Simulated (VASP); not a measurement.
# CoSi2: Co into a neighbouring Co vacancy, part 4 of 4

How hard is this move in CoSi2: Co into a neighbouring Co vacancy? Both ends are relaxed first, then a band of images between them. The start is a cell from a database of measured crystal structures.

VASP 6.6.1, plane waves and PAW; the level of theory is named at each step.

So far. Step 3 (Relax the start): The run ended after 7 ionic steps, 0.124 eV below its first step, once the forces on the free atoms met EDIFFG = -0.05. Step 4 (Relax the end): The run ended after 8 ionic steps, 0.136 eV below its first step, once the forces on the free atoms met EDIFFG = -0.05.

The database entry behind the starting cell differs from later determinations by our own check (0.1 to 0.3 % short, probably kX units), so it need not match the best structure at ambient conditions.

## Step 5: Nudged elastic band

Level of this step: PBE, spin-polarised from a ferromagnetic start; plane waves and PAW (Co, Si) (VASP).

Images on a straight line between the ends relax across the path, while springs keep them spaced along it.

The input, INCAR:

```
SYSTEM = Co7Si16
PREC = Normal
ENCUT = 280
EDIFF = 1E-05
NELM = 120
ISMEAR = 1
SIGMA = 0.15
LREAL = Auto
ALGO = Fast
GGA = PE
NBANDS = 107
ISPIN = 2
MAGMOM = 2 2 2 2 2 2 2 0 0 0 0 0 0 0 0 0 0 0 0 0 0 0 0
LASPH = .TRUE.
LMAXMIX = 4
LWAVE = .FALSE.
LCHARG = .FALSE.
IMAGES = 3
SPRING = -5
IBRION = 1
POTIM = 0.3
NSW = 60
EDIFFG = -0.05
ISYM = 0
ISIF = 0
```

The input, POSCAR:

```
Co7Si16
1.0
    0.0000000000      5.3560000000      5.3560000000
    5.3560000000      0.0000000000      5.3560000000
    5.3560000000      5.3560000000      0.0000000000
Co Si
7 16
Direct
    0.9999724116      0.0004225846      0.5007302597
    0.0003556415      0.4992536026      0.9993787035
    0.0001735649      0.5006215909      0.4995577071
    0.4993940531      0.9996490957      0.9997758947
    0.4996618120      0.9996780172      0.5002671764
    0.4994627198      0.4998790127      0.9994575030
    0.5011108604      0.4995506295      0.4987117051
    0.3754991496      0.3749819053      0.3751398481
    0.3756837650      0.3750435983      0.8727691695
    0.3751463988      0.8734645468      0.3754539187
    0.3662956241      0.8769610175      0.8780407579
    0.8741235890      0.3758548692      0.3747572903
    0.8764325617      0.3692947598      0.8768376632
    0.8774486801      0.8777645963      0.3681134947
    0.8769344147      0.8764782613      0.8776823446
    0.1224937815      0.1227169450      0.1233862088
    0.1223358140      0.1233791050      0.6319524107
    0.1227702090      0.6297614158      0.1230583222
    0.1274044557      0.6248612229      0.6237915768
    0.6301098451      0.1228316893      0.1232349429
    0.6245445882      0.1259073875      0.6243337706
    0.6245120800      0.6243963165      0.1252313392
    0.6248673215      0.6247576672      0.6236102369
```

The input, KPOINTS:

```
Automatic mesh
0
Gamma
3 3 3
0 0 0
```

The input, 00/POSCAR:

```
Co7Si16
1.0
    0.0000000000      5.3560000000      5.3560000000
    5.3560000000      0.0000000000      5.3560000000
    5.3560000000      5.3560000000      0.0000000000
Co Si
7 16
Direct
    0.9999724116      0.0004225846      0.5007302597
    0.0003556415      0.4992536026      0.9993787035
    0.0001735649      0.5006215909      0.4995577071
    0.4993940531      0.9996490957      0.9997758947
    0.4996618120      0.9996780172      0.5002671764
    0.4994627198      0.4998790127      0.9994575030
    0.5011108604      0.4995506295      0.4987117051
    0.3754991496      0.3749819053      0.3751398481
    0.3756837650      0.3750435983      0.8727691695
    0.3751463988      0.8734645468      0.3754539187
    0.3662956241      0.8769610175      0.8780407579
    0.8741235890      0.3758548692      0.3747572903
    0.8764325617      0.3692947598      0.8768376632
    0.8774486801      0.8777645963      0.3681134947
    0.8769344147      0.8764782613      0.8776823446
    0.1224937815      0.1227169450      0.1233862088
    0.1223358140      0.1233791050      0.6319524107
    0.1227702090      0.6297614158      0.1230583222
    0.1274044557      0.6248612229      0.6237915768
    0.6301098451      0.1228316893      0.1232349429
    0.6245445882      0.1259073875      0.6243337706
    0.6245120800      0.6243963165      0.1252313392
    0.6248673215      0.6247576672      0.6236102369
```

The input, 01/POSCAR:

```
Co7Si16
1.0
    0.0000000000      5.3560000000      5.3560000000
    5.3560000000      0.0000000000      5.3560000000
    5.3560000000      5.3560000000      0.0000000000
Co Si
7 16
Direct
    0.9996138262      0.0002623152      0.3761002414
    0.0002854840      0.4989946572      1.0000567935
   -0.0005194747      0.5008848512      0.5003069227
    0.5000315494      0.9993041007      0.9994503470
    0.4987478550      0.9997573325      0.5003638750
    0.4990043328      0.4998046412      1.0001689213
    0.5009479696      0.4992492863      0.4991964778
    0.3749396095      0.3750717553      0.3751487278
    0.3756298323      0.3748408414      0.8736432044
    0.3732391348      0.8741077173      0.3758187940
    0.3682430663      0.8760052000      0.8776035829
    0.8748212022      0.3739635596      0.3757701560
    0.8750724780      0.3708364916      0.8771792914
    0.8768062341      0.8778337618      0.3707971418
    0.8773043462      0.8762939888      0.8753596892
    0.1227764007      0.1224049981      0.1256596112
    0.1217584908      0.1234490931      0.6301248260
    0.1231817779      0.6284355940      0.1240263364
    0.1263964405      0.6260089679      0.6240213184
    0.6283470623      0.1236505361      0.1237436520
    0.6262361291      0.1247622228      0.6238680806
    0.6244426396      0.6240877147      0.1252663343
    0.6241978244      0.6247309448      0.6248217467
```

The input, 02/POSCAR:

```
Co7Si16
1.0
    0.0000000000      5.3560000000      5.3560000000
    5.3560000000      0.0000000000      5.3560000000
    5.3560000000      5.3560000000      0.0000000000
Co Si
7 16
Direct
    0.9992552409      0.0001020458      0.2514702230
    0.0002153266      0.4987357117      1.0007348836
   -0.0012125143      0.5011481116      0.5010561384
    0.5006690458      0.9989591058      0.9991247994
    0.4978338980      0.9998366478      0.5004605736
    0.4985459457      0.4997302697      1.0008803396
    0.5007850789      0.4989479432      0.4996812506
    0.3743800694      0.3751616053      0.3751576074
    0.3755758996      0.3746380846      0.8745172394
    0.3713318707      0.8747508878      0.3761836692
    0.3701905085      0.8750493825      0.8771664078
    0.8755188154      0.3720722500      0.3767830218
    0.8737123944      0.3723782234      0.8775209195
    0.8761637880      0.8779029274      0.3734807888
    0.8776742778      0.8761097162      0.8730370338
    0.1230590198      0.1220930512      0.1279330136
    0.1211811676      0.1235190812      0.6282972414
    0.1235933468      0.6271097721      0.1249943505
    0.1253884252      0.6271567130      0.6242510600
    0.6265842795      0.1244693830      0.1242523610
    0.6279276700      0.1236170580      0.6234023906
    0.6243731992      0.6237791129      0.1253013294
    0.6235283273      0.6247042224      0.6260332566
```

The input, 03/POSCAR:

```
Co7Si16
1.0
    0.0000000000      5.3560000000      5.3560000000
    5.3560000000      0.0000000000      5.3560000000
    5.3560000000      5.3560000000      0.0000000000
Co Si
7 16
Direct
    0.9988966556     -0.0000582237      0.1268402047
    0.0001451691      0.4984767662      1.0014129736
   -0.0019055539      0.5014113719      0.5018053540
    0.5013065421      0.9986141108      0.9987992518
    0.4969199411      0.9999159631      0.5005572721
    0.4980875586      0.4996558982      1.0015917578
    0.5006221881      0.4986466000      0.5001660233
    0.3738205293      0.3752514553      0.3751664870
    0.3755219670      0.3744353277      0.8753912744
    0.3694246066      0.8753940582      0.3765485444
    0.3721379507      0.8740935650      0.8767292328
    0.8762164287      0.3701809405      0.3777958875
    0.8723523107      0.3739199553      0.8778625476
    0.8755213420      0.8779720929      0.3761644358
    0.8780442093      0.8759254437      0.8707143785
    0.1233416390      0.1217811042      0.1302064159
    0.1206038445      0.1235890692      0.6264696567
    0.1240049156      0.6257839502      0.1259623646
    0.1243804100      0.6283044580      0.6244808015
    0.6248214966      0.1252882298      0.1247610701
    0.6296192108      0.1224718932      0.6229367007
    0.6243037588      0.6234705111      0.1253363244
    0.6228588302      0.6246775001      0.6272447664
```

The input, 04/POSCAR:

```
Co7Si16
1.0
    0.0000000000      5.3560000000      5.3560000000
    5.3560000000      0.0000000000      5.3560000000
    5.3560000000      5.3560000000      0.0000000000
Co Si
7 16
Direct
    0.9985380702     -0.0002184931      0.0022101864
    0.0000750116      0.4982178208      1.0020910636
   -0.0025985935      0.5016746322      0.5025545696
    0.5019440384      0.9982691158      0.9984737041
    0.4960059841      0.9999952784      0.5006539707
    0.4976291716      0.4995815267      1.0023031761
    0.5004592974      0.4983452568      0.5006507960
    0.3732609892      0.3753413053      0.3751753667
    0.3754680343      0.3742325708      0.8762653093
    0.3675173426      0.8760372287      0.3769134197
    0.3740853929      0.8731377475      0.8762920578
    0.8769140419      0.3682896309      0.3788087532
    0.8709922270      0.3754616871      0.8782041758
    0.8748788960      0.8780412584      0.3788480829
    0.8784141408      0.8757411712      0.8683917231
    0.1236242582      0.1214691573      0.1324798183
    0.1200265213      0.1236590573      0.6246420720
    0.1244164845      0.6244581284      0.1269303788
    0.1233723948      0.6294522030      0.6247105431
    0.6230587138      0.1261070766      0.1252697792
    0.6313107517      0.1213267285      0.6224710107
    0.6242343184      0.6231619093      0.1253713195
    0.6221893331      0.6246507777      0.6284562763
```

PAW data sets: Co and Si (PBE family, release 64).

Launch:

```sh
> mpirun -np 3 vasp_std
```

Output:

```text
[banner, memory and clock lines left out]
running    3 mpi-ranks, on    1 nodes
 each image running on    1 cores
[...]
01/POSCAR found :  2 types and      23 ions
 LDA part: xc-table for (Slater+PW92), standard interpolation
[...]
00/POSCAR found :  2 types and      23 ions
[...]
04/POSCAR found :  2 types and      23 ions
 POSCAR, INCAR and KPOINTS ok, starting setup
[...]
entering main loop
       N       E                     dE             d eps       ncg     rms          rms(c)
DAV:   1     0.579340217816E+03    0.57934E+03   -0.32194E+04  6000   0.718E+02
DAV:   2    -0.804276822684E+02   -0.65977E+03   -0.60205E+03  6147   0.212E+02
DAV:   3    -0.141659010344E+03   -0.61231E+02   -0.57224E+02  7004   0.732E+01
DAV:   4    -0.143968313101E+03   -0.23093E+01   -0.22868E+01  7272   0.152E+01
[...]
RMM:  18    -0.135476254661E+03   -0.96757E-04   -0.37776E-04  6301   0.640E-02    0.142E-01
RMM:  19    -0.135476181688E+03    0.72973E-04   -0.16327E-04  5959   0.487E-02    0.577E-02
RMM:  20    -0.135476187603E+03   -0.59147E-05   -0.86373E-05  6000   0.232E-02
   1 F= -.13547619E+03 E0= -.13547439E+03  d E =-.135476E+03  mag=    -0.0017
[... from here on, the cycles between the ionic steps are left out ...]
   2 F= -.14170893E+03 E0= -.14170497E+03  d E =-.623274E+01  mag=    -0.0000
   6 F= -.14272164E+03 E0= -.14271948E+03  d E =-.344827E+00  mag=     0.0000
  11 F= -.14351817E+03 E0= -.14351458E+03  d E =-.655928E-01  mag=    -0.0000
  16 F= -.14362061E+03 E0= -.14361828E+03  d E =0.263670E-02  mag=     0.0000
  21 F= -.14366824E+03 E0= -.14366676E+03  d E =-.584357E-02  mag=     0.0000
  26 F= -.14367368E+03 E0= -.14367216E+03  d E =-.486698E-03  mag=    -0.0000
  31 F= -.14370546E+03 E0= -.14370406E+03  d E =-.224318E-02  mag=    -0.0000
  36 F= -.14378211E+03 E0= -.14378104E+03  d E =-.771837E-02  mag=     0.0000
  41 F= -.14378151E+03 E0= -.14378042E+03  d E =0.204395E-02  mag=    -0.0000
  46 F= -.14377334E+03 E0= -.14377221E+03  d E =-.470374E-03  mag=    -0.0000
  51 F= -.14377940E+03 E0= -.14377834E+03  d E =-.106578E-03  mag=    -0.0000
  56 F= -.14377771E+03 E0= -.14377661E+03  d E =-.127254E-02  mag=    -0.0000
  59 F= -.14378425E+03 E0= -.14378318E+03  d E =-.194629E-02  mag=    -0.0000
  60 F= -.14378926E+03 E0= -.14378823E+03  d E =-.501772E-02  mag=     0.0000
 BRION: g(F)=  0.615E-02 g(S)=  0.000E+00 retain N=  7 mean eig= 3.44
 eig:   7.411  7.411  3.574  3.574  1.375  0.284  0.472
```

It took 66 min on 3 MPI ranks of AMD EPYC 9R45, shared host; peak memory 1 GiB.

From OUTCAR (step 5):

```text
  tangential force (eV/A)        -1.965771
  left and right image   1.616964  1.609016 A

  tangential force (eV/A)        -1.964725
  left and right image   1.618545  1.610533 A

 spin component 1
 k-point     1 :       0.0000    0.0000    0.0000
  band No.  band energies     occupation
    ...
     58       9.0929      1.00000
     59       9.1245      1.00000
     60       9.2183      1.00004
     61       9.2975      1.00065
     62       9.4822      1.03197
     63       9.8101      0.01214
     64       9.8155      0.00317
     65      10.4218     -0.00000
     66      10.7554     -0.00000
     67      10.8437     -0.00000
    ...

 k-point     2 :       0.3333    0.0000    0.0000
  band No.  band energies     occupation
    ...
     59       8.9070      1.00000
     60       9.0344      1.00000
     61       9.1324      1.00000
     62       9.2546      1.00015
     63       9.5459      1.02168
     64       9.7173      0.35578
     65      10.0693     -0.00106
     66      10.7050     -0.00000
     67      10.7880     -0.00000
     68      11.0475     -0.00000
    ...

 POSITION                                       TOTAL-FORCE (eV/Angst)
 -----------------------------------------------------------------------------------
      2.13264      7.48513      5.34361         1.078614      1.076067      0.003800
      2.58706     -0.14647      2.94873        -0.108025     -0.004986     -0.260141
      5.21161      7.93642      7.74273         0.000476     -0.094436      0.261869
     10.56649      7.93915      8.30291        -0.000383     -0.107803     -0.263239
      7.94300      5.20610      7.74076        -0.104687      0.008147      0.259860
      2.76329      2.76430      5.34563        -0.165488     -0.171485     -0.003608
      5.15164      5.14801      5.34336         0.053136      0.056567      0.006233
      3.94513      3.94054      3.76057        -0.049216     -0.044866      0.171056
      6.62104      6.61881      4.15113        -0.056787     -0.052888     -0.189425
      6.49151      3.73716      6.68377         0.021286      0.116029      0.049116
      9.34006      6.67065      6.70642        -0.174850     -0.149750      0.027840
      3.74039      6.48823      6.68434         0.116541      0.020745      0.053077
      6.66969      9.34090      6.70603        -0.136932     -0.189402      0.036662
      6.44800      6.44147      9.05166        -0.062954     -0.055672      0.607150
[...]
-----------------------------------------------------------------------------------
    total drift:                               -0.016341     -0.003166      0.010145

  FREE ENERGIE OF THE ION-ELECTRON SYSTEM (eV)
  ---------------------------------------------------
  free  energy   TOTEN  =      -143.7892634743 eV

  energy  without entropy=     -143.7861719060  energy(sigma->0) =     -143.78823295

  tangential force (eV/A)        -1.955680
  left and right image   1.624124  1.615614 A

[... 5 parts as in an earlier step ...]

[... 10 further parts left out ...]
[key lines of the parts left out:]
E-fermi :   9.6913
```

The band used up its steps before its forces met the threshold, so no barrier is taken from it.

## Step 6: Outcome

```
result : none
```

**Reading.** The session ends without its result: «nudged elastic band» used up its steps.

[Lines on the potential files, build, host, timing and source positions are cut from VASP's logs without a mark.]

[Logs are printed without paths, hosts, clocks, repeated set-up lines and the standing remarks that a program may print on its own settings, such as how far it seeks lower states.]

[Hosts, paths, dates, database ids (printed as entryN), source tags and the programs' standing remarks are cut or masked in the printed files.]

[Runs that stopped without an error message from VASP are left out.]
